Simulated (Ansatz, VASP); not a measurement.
## BiAs: VASP beside Ansatz

One calculation is typed for both programs; each brings its own data sets and cutoff. How far apart do they land? The cell is invented: As first built, before any earlier steps moved the atoms (in the runner's words): it takes the ScAs structure with some of its atoms replaced by other elements, volume scaled by an estimate. It may not be a known or stable phase. The cell is taken from a series of VASP runs on this material, whose earlier steps may have relaxed, scaled or displaced it; both programs get it as it stands.

Calculated with Ansatz 0.2.0; plane waves, with VASP 6.6.1 beside it; single point at PBEsol, band structure at PBEsol, spin-orbit coupling and band structure at r2SCAN.

## 1. Set-up

Symmetry: Cm, No. 8, monoclinic system. The conventional cell has a = 7.222 Å, b = 4.190 Å, c = 4.318 Å, α = 90.00°, β = 123.41°, γ = 90.00°. Nearest to Bi lie 6 As at 2.80 to 3.26 Å. Nearest to As lie 6 Bi at 2.80 to 3.26 Å. As first built, before any earlier steps moved the atoms (in the runner's words): sites of the ScAs structure (space group 225) filled with other elements, volume scaled by an estimate. Farther neighbours are not listed.

## 2. Ansatz: single point, PBEsol

Ansatz runs on its default PAW (the set named soft_2) files.

A single point gives forces, pressure and levels at one fixed geometry, so differences don't come from the geometry; what else differs is listed under the comparison.

Input file input.yaml:

```yaml
crystal:
  lattice:
    - [3.6108198944, -2.0948310334, -0.0104633417]
    - [3.6108198944, 2.0948310334, -0.0104633417]
    - [-2.3670572327, 0.0, 3.611494954]
  atoms:
    - { symbol: Bi, position: [0.0196967185, 0.0196967185, 0.0504669934] }
    - { symbol: As, position: [0.4845114095, 0.4845114095, 0.4536510066] }
hamiltonian:
  xc: pbesol
  pseudopotentials: { kind: paw }
kpoints:
  mp_grid: { grid: [8, 8, 8] }
scf:
  occupations: { method: tetrahedron }
output:
  forces: true
  stress: true
  write_density: true
  write_potential: true
  elf: true
  volumetric_format: npy
```

Run with:

```sh
> ansatz run input.yaml --threads 2 --pin off --max-ram 4608MiB --backend cpu --events-out ev --progress --plain --runs-dir out
```

Numbers of over 12 decimals in the logs are rounded to 6 here.

The program printed:

```text
Warning: output.forces, output.stress, relax.cell or npt_langevin: where a Kohn–Sham band that disperses or a degenerate level is filled in part under the method tetrahedron, the forces or the stress that this run publishes need not agree with its energy (scf.occupations.method in the input reference, under Limitations); prefer a smearing scheme for the forces or the stress
Engine: ansatz 0.2.0, aarch64-unknown-linux-gnu
Pseudopotentials: kind: paw
Pseudopotential: Bi, paw, valence charge 15, recommended cutoff 420 eV (normal), Bi.paw.azcp
Pseudopotential: As, paw, valence charge 15, recommended cutoff 420 eV (normal), As.paw.azcp
Functional definition: PBEsol
  exchange = pbesol_x
  correlation = pbesol_c
Crystal: 2 atoms, lattice volume = 54.531 Å³
Basis set: ecut = 420 eV, 1045 PW (Γ), exchange–correlation on 60×60×60 points (8 copies of the dense FFT grid, shifted against one another)
Bands: 19, of which v1, the nominal top of the filled ones, is band 15 counted from 1 (14 counted from 0)
Symmetry: 2 space group operations
Space group: Cm (ITA 8), of the structure as read, at distance tolerance 3.8e-5 Å
k-points: 150 of 512 (time reversal used)
Non-local potential: Bi, projectors of the file, l = 0: 2, l = 1: 2, l = 2: 2, l = 3: 2
Non-local potential: As, projectors of the file, l = 0: 2, l = 1: 2, l = 2: 3, l = 3: 1
PAW form: soft (Blöchl's): semilocal exchange-correlation on the pseudo side does not see the compensation charge
PAW frozen core: Bi, regenerated for the run's functional, and the local potential with it (the file was generated under x = pbe(κ = 0.804, μ = 0.219515), c = pbe(β = 0.066725))
PAW frozen core: As, regenerated for the run's functional, and the local potential with it (the file was generated under x = pbe(κ = 0.804, μ = 0.219515), c = pbe(β = 0.066725))
PAW one-centre angular grid: Bi, 590 points (default); XC on 64 Gauss nodes
PAW one-centre angular grid: As, 590 points (default); XC on 64 Gauss nodes
Initial density: superposition of atomic densities (neutral atoms: chi_scale 0, normalization atom), corrected by the library's trained network
Initial wavefunctions: pseudopotential atomic-orbital guess
Functional: x = pbesol(κ = 0.804, μ = 0.123457), c = pbesol(β = 0.046)
SCF iter   1: F=—  HF=-17055.077900 eV  |F-HF|=—  |Δ(HF+E_count)|=         —  Δρ=2.80e-3  dr2=8.81e-3  ethr=1.77e-3  ⟨swp⟩=6.5  Hψ=13552  notcnv=0
preconditioner: auto → Kerker (q_TF=auto, 2.470 Å⁻¹)  [metal: no gap  n_scr=14 (ndim 8)  ℏωp=15.9 eV  f_vac=0.002]
SCF iter   2: F=—  HF=-17055.075040 eV  |F-HF|=—  |Δ(HF+E_count)|=   2.86e-3  Δρ=1.44e-3  dr2=1.93e-3  ethr=2.94e-5  ⟨swp⟩=3.2  Hψ=6820  notcnv=0
SCF iter   3: F=—  HF=-17055.074599 eV  |F-HF|=—  |Δ(HF+E_count)|=   4.41e-4  Δρ=4.72e-4  dr2=2.15e-4  ethr=6.43e-6  ⟨swp⟩=3.0  Hψ=4940  notcnv=0
SCF iter   4: F=—  HF=-17055.074565 eV  |F-HF|=—  |Δ(HF+E_count)|=   3.43e-5  Δρ=2.03e-4  dr2=2.25e-5  ethr=7.16e-7  ⟨swp⟩=2.7  Hψ=4458  notcnv=0
SCF iter   5: F=—  HF=-17055.074567 eV  |F-HF|=—  |Δ(HF+E_count)|=   2.13e-6  Δρ=6.17e-5  dr2=2.39e-6  ethr=7.49e-8  ⟨swp⟩=2.3  Hψ=5673  notcnv=0
SCF iter   6: F=—  HF=-17055.074566 eV  |F-HF|=—  |Δ(HF+E_count)|=   9.60e-7  Δρ=2.80e-5  dr2=6.61e-7  ethr=7.97e-9  ⟨swp⟩=2.0  Hψ=5705  notcnv=0
SCF iter   7: F=-17055.074567 eV  HF=-17055.074567 eV  |F-HF|=7.03e-9  |Δ(HF+E_count)|=   2.96e-7  Δρ=7.26e-6  dr2=4.73e-8  ethr=3.33e-10  ⟨swp⟩=7.6  Hψ=19380  notcnv=0
SCF 1 converged in 7 iterations: F = -17055.074567 eV  dr2 = 4.73e-8
  greatest PAW one-centre occupation: 0.999 electrons in one spin orbital (limit 2), on the As atom at site 1 (counted from 0), in its partial waves of l = 2
SCF converged after 7 iterations
Stability not checked: this state was not tested for a lower state beside it, because cold or Methfessel-Paxton smearing, or corrected tetrahedra, fill the levels in a way that the test cannot read (fill_not_monotonic; see scf.lower_state_search)
Free energy (F): -17055.074567 eV
Harris-Foulkes:  -17055.074567 eV  (|F-HF|=7.03e-9)
Internal energy: -17055.074567 eV  (E = F + TS)
E sigma→0 (E₀):  -17055.074567 eV
Fermi energy:    10.345210 eV
--- Per-component energies (eV) ---
  E_band       = -329.750742
  E_kinetic    = 405.289195
  E_local      = -3222.554847  (includes V_loc(G=0)·N_el)
  E_nonlocal   = -106.005454
  E_hartree    = 1436.277188
  E_xc         = -229.210425
  E_vxc        = -223.642688  (∫ρ·V_xc dr)
  E_paw        = -12301.985893  (= ΣΔE_a)
  E_vpaw       = -55.394084  (= ΣTr[D̂ρ^β])
  E_aug_tail   = -0.000454  (compensation charges beyond the density's cutoff)
  E_ewald      = -3037.940059
  E_core_change = 1.056181  (= ΣΔE_core)
  E_smearing   = -0.000000  (= −TS)
  E_closure    = -0.000000  (closes the sum)
  Σ components = -17055.074567   (vs F -17055.074567, Δ=0.00e0)
--- Forces (eV/Å), atoms counted from 1 ---
  atom   1  Bi    -0.01576202     0.00000000    -0.04856755
  atom   2  As     0.01576120     0.00000000     0.04855249
  max |Σ_I F_I| component: 1.51e-5 eV/Å
--- Stress (GPa, compression-positive) ---
        0.197266       0.000000      -0.051030
        0.000000      -0.036762       0.000000
       -0.051030       0.000000      -0.068700
  P = ⅓ Tr σ = 0.0306 GPa (0.306 kbar)
--- Band table (eV; the first three rows and the last of 150) ---
  k-point 0: bands = [... 11 lower, 3.9562, 8.6770, 8.8447, 8.8993, 13.2313, 13.8453, 13.8725, 16.5706]
  k-point 1: bands = [... 11 lower, 3.4212, 8.8932, 8.9234, 8.9458, 12.8921, 13.3390, 13.3619, 16.0952]
  k-point 2: bands = [... 11 lower, 2.2473, 9.0478, 9.0610, 9.3231, 12.2199, 12.3432, 12.3851, 16.2003]
  k-point 149: bands = [... 11 lower, -0.2950, 8.8271, 8.8601, 10.1390, 10.2420, 11.0101, 11.4021, 18.7738]
```

Run time: 7.2 s. Hardware: 2 threads of Arm Neoverse V2, shared host; peak memory 0.45 GiB; 14 s of CPU time.

In the SCF lines HF is the Harris–Foulkes energy and dr2 the Hartree energy of the density residual, in eV; the loop may stop once dr2 is under the threshold and the program's other checks hold. Hψ counts applications of the Hamiltonian.

The run ends at a pressure of 0.03 GPa, with forces up to 0.051 eV/Å.

## 3. VASP: single point, PBEsol

The same cell, functional, mesh and smearing now go to VASP, with its own data sets and cutoff.

Lines of VASP's logs that name or quote its potential files are left out, and so is its time.

Input file INCAR:

```
SYSTEM = BiAs
PREC = Accurate
ENCUT = 400
EDIFF = 1E-06
NELM = 100
ISMEAR = -5
SIGMA = 0.05
LREAL = .FALSE.
ALGO = Normal
GGA = PS
NBANDS = 22
LORBIT = 11
LWAVE = .FALSE.
LCHARG = .FALSE.
NEDOS = 2001
```

Input file POSCAR:

```
BiAs
1.0
    3.6108198944     -2.0948310334     -0.0104633417
    3.6108198944      2.0948310334     -0.0104633417
   -2.3670572327      0.0000000000      3.6114949540
Bi As
1 1
Direct
    0.0196967185      0.0196967185      0.0504669934
    0.4845114095      0.4845114095      0.4536510066
```

Input file KPOINTS:

```
Automatic mesh
0
Gamma
8 8 8
0 0 0
```

The projector-augmented-wave data sets are Bi_d and As (PBE family, release 64).

Run with:

```sh
> mpirun -np 1 vasp_std
```

The program printed:

```text
[banner, memory and clock lines left out]
running    1 mpi-ranks, on    1 nodes
 distrk:  each k-point on    1 cores,    1 groups
 distr:  one band on    1 cores,    1 groups

 POSCAR found type information on POSCAR BiAs
 POSCAR found :  2 types and       2 ions
|                                                                             |
|               ----> ADVICE to this user running VASP <----                  |
|                                                                             |
|     You enforced a specific xc type in the INCAR file but a different       |
|     [... a line on the potential file left out ...]
|     I HOPE YOU KNOW WHAT YOU ARE DOING!                                     |
|                                                                             |

 LDA part: xc-table for (Slater+PW92), standard interpolation
 POSCAR, INCAR and KPOINTS ok, starting setup
 FFT: planning ... GRIDC
 FFT: planning ... GRID_SOFT
 FFT: planning ... GRID
 WAVECAR not read
 entering main loop
       N       E                     dE             d eps       ncg     rms          rms(c)
DAV:   1     0.148788972919E+03    0.14879E+03   -0.80013E+03  6714   0.822E+02
DAV:   2     0.220864628264E+01   -0.14658E+03   -0.14058E+03  6972   0.263E+02
DAV:   3    -0.934300145325E+01   -0.11552E+02   -0.11482E+02  8024   0.734E+01
DAV:   4    -0.961083497239E+01   -0.26783E+00   -0.26771E+00  8002   0.118E+01
DAV:   5    -0.962033157882E+01   -0.94966E-02   -0.94962E-02  9116   0.214E+00    0.231E+00
DAV:   6    -0.946530121517E+01    0.15503E+00   -0.42296E-01 10694   0.313E+00    0.129E+00
DAV:   7    -0.946238657459E+01    0.29146E-02   -0.46216E-02  8196   0.823E-01    0.588E-01
DAV:   8    -0.946098685210E+01    0.13997E-02   -0.38482E-03  8620   0.381E-01    0.911E-02
DAV:   9    -0.946092798993E+01    0.58862E-04   -0.69440E-04  9274   0.141E-01    0.492E-02
DAV:  10    -0.946093384352E+01   -0.58536E-05   -0.76611E-05  8114   0.377E-02    0.237E-02
DAV:  11    -0.946093023516E+01    0.36084E-05   -0.15562E-05  9684   0.221E-02    0.477E-03
DAV:  12    -0.946093046416E+01   -0.22900E-06   -0.15848E-06  6724   0.646E-03
   1 F= -.94609305E+01 E0= -.94609305E+01  d E =0.000000E+00
|                                                                             |
|           W    W    AA    RRRRR   N    N  II  N    N   GGGG   !!!           |
|           W    W   A  A   R    R  NN   N  II  NN   N  G    G  !!!           |
|           W    W  A    A  R    R  N N  N  II  N N  N  G       !!!           |
|           W WW W  AAAAAA  RRRRR   N  N N  II  N  N N  G  GGG   !            |
|           WW  WW  A    A  R   R   N   NN  II  N   NN  G    G                |
|           W    W  A    A  R    R  N    N  II  N    N   GGGG   !!!           |
|                                                                             |
|     Tetrahedron method does not include variations of the Fermi             |
|     occupations, so forces and stress will be inaccurate. We suggest        |
|     using a different smearing scheme ISMEAR = 1 or 2 for metals in         |
|     relaxations.                                                            |
|                                                                             |
```

OUTCAR, selected parts (step 3):

```text
ion  position               nearest neighbor table
   1  0.020  0.020  0.050-   2 2.80   2 2.82   2 2.82   2 3.22   2 3.22   2 3.26
   2  0.485  0.485  0.454-   1 2.80   1 2.82   1 2.82   1 3.22   1 3.22   1 3.26

  LATTYP: Found a base centered monoclinic cell.
 ALAT       =     7.2216701091
 B/A-ratio  =     0.5801514059
 C/A-ratio  =     0.5979343650
 COS(beta)  =    -0.5505942325

 Subroutine GETGRP returns: Found  2 space group operations
 (whereof  2 operations were pure point group operations)

The static configuration has the point symmetry C_1h.

 Found    150 irreducible k-points:

   k-points           NKPTS =    150   k-points in BZ     NKDIM =    150   number of bands    NBANDS=     22

   dimension x,y,z NGX =    28 NGY =   28 NGZ =   28
   dimension x,y,z NGXF=    56 NGYF=   56 NGZF=   56

   ENCUT  =  400.0 eV  29.40 Ry    5.42 a.u.   6.81  6.81  7.04*2*pi/ulx,y,z

   NELECT =      20.0000    total number of electrons

 k-points in reciprocal lattice and weights: Automatic mesh
   0.00000000  0.00000000  0.00000000       0.002
   0.12500000  0.00000000  0.00000000       0.008
   0.25000000  0.00000000  0.00000000       0.008
   0.37500000  0.00000000 -0.00000000       0.008
   0.50000000  0.00000000  0.00000000       0.004
   0.12500000  0.12500000  0.00000000       0.004
   0.25000000  0.12500000 -0.00000000       0.008
   0.37500000  0.12500000  0.00000000       0.008
   0.50000000  0.12500000 -0.00000000       0.008
[...]
-0.37500000  0.37500000  0.50000000       0.004
   0.50000000  0.50000000  0.50000000       0.002

 average (electrostatic) potential at core
       1-104.6619       2 -48.2305

 E-fermi :   6.0708

 k-point     1 :       0.0000    0.0000    0.0000
  band No.  band energies     occupation
    ...
      6      -7.7159      2.00000
      7      -0.3144      2.00000
      8       4.4062      2.00000
      9       4.5727      2.00000
     10       4.6272      2.00000
     11       8.9502      0.00000
     12       9.5701      0.00000
     13       9.5979      0.00000
     14      12.2915      0.00000
     15      12.3144      0.00000
    ...

 k-point     2 :       0.1250    0.0000    0.0000
  band No.  band energies     occupation
    ...
      6      -7.5387      2.00000
      7      -0.8381      2.00000
      8       4.4547      2.00000
      9       4.5961      2.00000
     10       4.7182      2.00000
     11       8.5993      0.00000
     12       9.0158      0.00000
     13       9.1475      0.00000
     14      11.6348      0.00000
     15      12.2421      0.00000
    ...

 k-point     3 :       0.2500    0.0000    0.0000
  band No.  band energies     occupation
    ...
      6      -7.0147      2.00000
      7      -2.0626      2.00000
      8       4.4939      2.00000
      9       4.5677      2.00000
     10       5.0565      2.00051
     11       7.5811      0.00000
     12       8.0758      0.00000
     13       8.2445      0.00000
     14      11.8693      0.00000
     15      12.8021      0.00000
    ...

  Total        0.0850464      0.0042424     -0.0154958      0.0000000      0.0000000     -0.0167137
  in kB        2.4987347      0.1246450     -0.4552810      0.0000000      0.0000000     -0.4910617
  external PRESSURE =       0.7226995 kB  Pullay stress =       0.0000000 kB

  energy-cutoff  :      400.00
  volume of cell :       54.53
      direct lattice vectors                 reciprocal lattice vectors
     3.610819894 -2.094831033 -0.010463342     0.138736203 -0.238682735  0.090930913
     3.610819894  2.094831033 -0.010463342     0.138736203  0.238682735  0.090930913
    -2.367057233  0.000000000  3.611494954     0.000803902  0.000000000  0.277420541

 POSITION                                       TOTAL-FORCE (eV/Angst)
 -----------------------------------------------------------------------------------
      0.02278      0.00000      0.18185        -0.016705      0.000000     -0.066185
      2.42515      0.00000      1.62822         0.016705      0.000000      0.066185
 -----------------------------------------------------------------------------------
    total drift:                               -0.000041      0.000000     -0.000329

  FREE ENERGIE OF THE ION-ELECTRON SYSTEM (eV)
  ---------------------------------------------------
  free  energy   TOTEN  =        -9.4609304642 eV

  energy  without entropy=       -9.4609304642  energy(sigma->0) =       -9.46093046

 total charge
# of ion       s       p       d       tot
------------------------------------------
    1        1.553   1.249   9.943  12.746
    2        1.282   1.412   0.027   2.721
--------------------------------------------------
tot          2.836   2.662   9.970  15.467

[... 3 further parts left out ...]
```

The run ends at a pressure of 0.07 GPa, with forces up to 0.068 eV/Å.

## 4. Differences

Known differences besides the potentials themselves: the data sets hold 30 valence electrons in Ansatz (default PAW (the set named soft_2) files) and 20 in VASP; the cutoff is 420 eV in Ansatz and 400 eV in VASP; Ansatz makes its cores anew for this functional, VASP keeps those of its PBE data sets; VASP leaves aspherical gradient terms in its spheres out (LASPH is not set), Ansatz keeps them. Total energies have different zeros and are not compared.

Both answers:

```csv
quantity,Ansatz,VASP,difference
pressure (GPa),0.03,0.07,-0.04
```

Forces (eV/Å; atoms numbered as in POSCAR):

```csv
atom,"Ansatz x, y, z","VASP x, y, z"
Bi1,"-0.016, 0.000, -0.049","-0.017, 0.000, -0.066"
As2,"0.016, 0.000, 0.049","0.017, 0.000, 0.066"
```

The forces differ by 10 meV/Å r.m.s., which is 25.9 % of the r.m.s. force of 0.04 eV/Å (both taken over all components). Ansatz's pressure holds a Pulay correction of 0.03 GPa; VASP's holds none.

(Part 1 of 2 ends here.)

[Lines on the potential files, build, host, timing and source positions are cut from VASP's logs without a mark.]

[Logs are printed without paths, hosts, clocks, repeated set-up lines and the standing remarks that a program may print on its own settings, such as how far it seeks lower states.]

[Hosts, paths, dates, database ids (printed as entryN), source tags and the programs' standing remarks are cut or masked in the printed files.]
